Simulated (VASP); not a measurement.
All values below come from PBEsol GGA, VASP's PBE PAW potentials (set 64) (plane waves; VASP 6.6.1).

The input files of a VASP run:

File POSCAR:
```
P
1
    3.2359637995    -0.0000000649    -0.0000000000
   -1.6179814940     2.8024269716     0.0000000000
   -0.0000000000    -0.0000000000    10.9246403624
P
4
Direct
  0.3333330000   0.6666670000   0.0568969604
  0.6666670000   0.3333330000   0.5568969604
  0.6666670000   0.3333330000   0.9431030396
  0.3333330000   0.6666670000   0.4431030396
```

**INCAR**
```
SYSTEM=P
PREC=Accurate; ENCUT=400; LREAL=F
LASPH=T
EDIFF=1E-6; NELM=100; ALGO=Normal
ISMEAR=0; SIGMA=0.05
GGA=PS
IBRION=2; NSW=60; ISIF=3
EDIFFG=-0.02
LWAVE=F; LCHARG=F
```

### KPOINTS
```
Regular mesh
0
G
7 7 2
0 0 0
```

POTCAR, in this order: P (PBE.64 set). Program: vasp_std.

Output of the run:

OSZICAR:
```
       N       E                     dE             d eps       ncg     rms          rms(c)
DAV:   1     0.714537497474E+02    0.71454E+02   -0.70111E+03   448   0.950E+02
DAV:   2    -0.177687267291E+02   -0.89222E+02   -0.85918E+02   606   0.169E+02
DAV:   3    -0.229299813116E+02   -0.51613E+01   -0.51344E+01   598   0.464E+01
DAV:   4    -0.230241453664E+02   -0.94164E-01   -0.94047E-01   616   0.696E+00
DAV:   5    -0.230265181079E+02   -0.23727E-02   -0.23718E-02   610   0.105E+00    0.100E+01
DAV:   6    -0.228504712887E+02    0.17605E+00   -0.11255E-01   574   0.198E+00    0.584E+00
DAV:   7    -0.227798059897E+02    0.70665E-01   -0.19373E-01   568   0.260E+00    0.322E-01
DAV:   8    -0.227805755902E+02   -0.76960E-03   -0.18747E-02   550   0.927E-01    0.196E-01
DAV:   9    -0.227806504954E+02   -0.74905E-04   -0.48141E-04   684   0.157E-01    0.126E-01
DAV:  10    -0.227807235883E+02   -0.73093E-04   -0.55514E-04   550   0.140E-01    0.591E-02
DAV:  11    -0.227807205627E+02    0.30256E-05   -0.50876E-05   598   0.520E-02    0.223E-02
DAV:  12    -0.227807224929E+02   -0.19302E-05   -0.24023E-06   476   0.103E-02    0.111E-02
DAV:  13    -0.227807284287E+02   -0.59358E-05   -0.11596E-05   508   0.183E-02    0.489E-03
DAV:  14    -0.227807286558E+02   -0.22710E-06   -0.38260E-07   398   0.434E-03
   1 F= -.22780729E+02 E0= -.22780729E+02  d E =-.227807E+02
       N       E                     dE             d eps       ncg     rms          rms(c)
DAV:   1    -0.227818122765E+02   -0.10838E-02   -0.22180E-02   490   0.845E-01    0.134E-01
DAV:   2    -0.227813661305E+02    0.44615E-03   -0.94452E-04   562   0.195E-01    0.694E-02
DAV:   3    -0.227811827078E+02    0.18342E-03   -0.35443E-04   520   0.101E-01    0.197E-02
DAV:   4    -0.227811788943E+02    0.38136E-05   -0.11586E-05   570   0.226E-02    0.156E-02
DAV:   5    -0.227811756592E+02    0.32350E-05   -0.17583E-06   344   0.872E-03    0.285E-03
DAV:   6    -0.227811751389E+02    0.52037E-06   -0.35116E-07   278   0.450E-03
   2 F= -.22781175E+02 E0= -.22781175E+02  d E =-.446483E-03
       N       E                     dE             d eps       ncg     rms          rms(c)
DAV:   1    -0.227811901949E+02   -0.14536E-04   -0.34495E-04   502   0.106E-01    0.163E-02
DAV:   2    -0.227811834208E+02    0.67741E-05   -0.14828E-05   568   0.243E-02    0.816E-03
DAV:   3    -0.227811805463E+02    0.28745E-05   -0.55486E-06   520   0.127E-02    0.258E-03
DAV:   4    -0.227811803376E+02    0.20870E-06   -0.15767E-07   284   0.291E-03
   3 F= -.22781180E+02 E0= -.22781180E+02  d E =-.451682E-03
       N       E                     dE             d eps       ncg     rms          rms(c)
DAV:   1    -0.227817265830E+02   -0.54604E-03   -0.15895E-02   466   0.611E-01    0.805E-02
DAV:   2    -0.227815090329E+02    0.21755E-03   -0.66172E-04   472   0.177E-01    0.381E-02
DAV:   3    -0.227814194099E+02    0.89623E-04   -0.15424E-04   460   0.641E-02    0.227E-02
DAV:   4    -0.227813980424E+02    0.21367E-04   -0.70322E-05   538   0.419E-02    0.840E-03
DAV:   5    -0.227813975700E+02    0.47237E-06   -0.43720E-06   574   0.135E-02
   4 F= -.22781398E+02 E0= -.22781398E+02  d E =-.217232E-03
       N       E                     dE             d eps       ncg     rms          rms(c)
DAV:   1    -0.227849045010E+02   -0.35065E-02   -0.14212E-01   448   0.183E+00    0.242E-01
DAV:   2    -0.227829572710E+02    0.19472E-02   -0.58915E-03   472   0.531E-01    0.114E-01
DAV:   3    -0.227821560179E+02    0.80125E-03   -0.13486E-03   460   0.190E-01    0.684E-02
DAV:   4    -0.227819642628E+02    0.19176E-03   -0.64773E-04   538   0.127E-01    0.252E-02
DAV:   5    -0.227819665616E+02   -0.22988E-05   -0.41022E-05   586   0.414E-02    0.126E-02
DAV:   6    -0.227819683884E+02   -0.18268E-05   -0.53853E-06   532   0.128E-02    0.498E-03
DAV:   7    -0.227819694803E+02   -0.10919E-05   -0.18600E-06   412   0.734E-03    0.160E-03
DAV:   8    -0.227819695978E+02   -0.11745E-06   -0.12820E-07   260   0.252E-03
   5 F= -.22781970E+02 E0= -.22781970E+02  d E =-.789260E-03
       N       E                     dE             d eps       ncg     rms          rms(c)
DAV:   1    -0.227943469499E+02   -0.12377E-01   -0.56325E-01   448   0.363E+00    0.482E-01
DAV:   2    -0.227867106982E+02    0.76363E-02   -0.23174E-02   448   0.105E+00    0.227E-01
DAV:   3    -0.227835505318E+02    0.31602E-02   -0.51692E-03   472   0.371E-01    0.138E-01
DAV:   4    -0.227827559717E+02    0.79456E-03   -0.26633E-03   526   0.255E-01    0.507E-02
DAV:   5    -0.227827711856E+02   -0.15214E-04   -0.16954E-04   586   0.839E-02    0.248E-02
DAV:   6    -0.227827802785E+02   -0.90929E-05   -0.20153E-05   532   0.248E-02    0.106E-02
DAV:   7    -0.227827858498E+02   -0.55713E-05   -0.84245E-06   514   0.153E-02    0.366E-03
DAV:   8    -0.227827862078E+02   -0.35795E-06   -0.49885E-07   334   0.437E-03
   6 F= -.22782786E+02 E0= -.22782786E+02  d E =-.160587E-02
       N       E                     dE             d eps       ncg     rms          rms(c)
DAV:   1    -0.228281978666E+02   -0.45412E-01   -0.22023E+00   448   0.717E+00    0.965E-01
DAV:   2    -0.227989535691E+02    0.29244E-01   -0.89395E-02   448   0.208E+00    0.446E-01
DAV:   3    -0.227866618833E+02    0.12292E-01   -0.19096E-02   454   0.711E-01    0.276E-01
DAV:   4    -0.227832848368E+02    0.33770E-02   -0.11102E-02   526   0.513E-01    0.103E-01
DAV:   5    -0.227833708641E+02   -0.86027E-04   -0.72262E-04   586   0.172E-01    0.481E-02
DAV:   6    -0.227834159063E+02   -0.45042E-04   -0.79019E-05   526   0.488E-02    0.228E-02
DAV:   7    -0.227834459194E+02   -0.30013E-04   -0.41530E-05   514   0.333E-02    0.806E-03
DAV:   8    -0.227834472042E+02   -0.12848E-05   -0.16846E-06   484   0.781E-03    0.474E-03
DAV:   9    -0.227834478115E+02   -0.60729E-06   -0.14662E-06   356   0.687E-03
   7 F= -.22783448E+02 E0= -.22783448E+02  d E =-.226747E-02
       N       E                     dE             d eps       ncg     rms          rms(c)
DAV:   1    -0.227837136732E+02   -0.26647E-03   -0.12331E-02   448   0.552E-01    0.627E-02
DAV:   2    -0.227836591375E+02    0.54536E-04   -0.49098E-04   538   0.162E-01    0.223E-02
DAV:   3    -0.227836222422E+02    0.36895E-04   -0.57387E-05   514   0.431E-02    0.136E-02
DAV:   4    -0.227836119509E+02    0.10291E-04   -0.41421E-05   550   0.322E-02    0.653E-03
DAV:   5    -0.227836120605E+02   -0.10967E-06   -0.27744E-06   468   0.115E-02
   8 F= -.22783612E+02 E0= -.22783612E+02  d E =-.164249E-03
       N       E                     dE             d eps       ncg     rms          rms(c)
DAV:   1    -0.227844387789E+02   -0.82683E-03   -0.83142E-02   448   0.143E+00    0.163E-01
DAV:   2    -0.227840610306E+02    0.37775E-03   -0.33140E-03   526   0.420E-01    0.578E-02
DAV:   3    -0.227838091404E+02    0.25189E-03   -0.38401E-04   502   0.112E-01    0.351E-02
DAV:   4    -0.227837389744E+02    0.70166E-04   -0.28467E-04   544   0.844E-02    0.168E-02
DAV:   5    -0.227837426971E+02   -0.37227E-05   -0.19432E-05   544   0.303E-02    0.817E-03
DAV:   6    -0.227837431051E+02   -0.40802E-06   -0.40852E-06   550   0.105E-02
   9 F= -.22783743E+02 E0= -.22783743E+02  d E =-.295294E-03
```

### OUTCAR
```
------------------------ aborting loop because EDIFF is reached ----------------------------------------
  FORCE on cell =-STRESS in cart. coord.  units (eV):
  Direction    XX          YY          ZZ          XY          YZ          ZX
  --------------------------------------------------------------------------------------
  Total        0.0220691      0.0220691      0.0446909      0.0000000     -0.0000000      0.0000000
  in kB        0.3418067      0.3418067      0.6921723      0.0000000     -0.0000000      0.0000000
  external PRESSURE =       0.4585952 kB  Pullay stress =       0.0000000 kB
  volume of cell :      103.45
      direct lattice vectors                 reciprocal lattice vectors
     3.240673909 -0.000000064  0.000000000     0.308577796  0.178157421  0.000000000
    -1.620336548  2.806506046 -0.000000000     0.000000007  0.356314932  0.000000000
    -0.000000000 -0.000000000 11.374021653    -0.000000000 -0.000000000  0.087919650
 POSITION                                       TOTAL-FORCE (eV/Angst)
 -----------------------------------------------------------------------------------
     -0.00000      1.87100      0.61962        -0.000000      0.000000      0.015184
      1.62034      0.93550      6.30663         0.000000     -0.000000      0.015184
      1.62034      0.93550     10.75441         0.000000     -0.000000     -0.015184
     -0.00000      1.87100      5.06739        -0.000000      0.000000     -0.015184
 -----------------------------------------------------------------------------------
    total drift:                               -0.000254      0.000117      0.000004
  FREE ENERGIE OF THE ION-ELECTRON SYSTEM (eV)
  ---------------------------------------------------
  free  energy   TOTEN  =       -22.7837431051 eV

  energy  without entropy=      -22.7837431051  energy(sigma->0) =      -22.78374311

 reached required accuracy - stopping structural energy minimisation
```
(Selected blocks of OUTCAR.)

File CONTCAR:
```
P
   1.00000000000000
     3.2406739090634553   -0.0000000644279481    0.0000000000000000
    -1.6203365477005189    2.8065060462545803   -0.0000000000000000
    -0.0000000000000000   -0.0000000000000000   11.3740216530355358
  P
     4
Direct
     0.3333330000000032    0.6666669999999968    0.0544764222564243
     0.6666669999999968    0.3333330000000032    0.5544764222564245
     0.6666669999999968    0.3333330000000032    0.9455235777435755
     0.3333330000000032    0.6666669999999968    0.4455235777435757
```

Energy and stress use the plane-wave basis of the starting cell.

The structure was generated: P was put into the lonsdaleite type (P6_3/mmc), which need not be its known phase. This run relaxes it. Symmetry was kept, so distortions that lower it aren't found. The start is the result of an earlier pass.
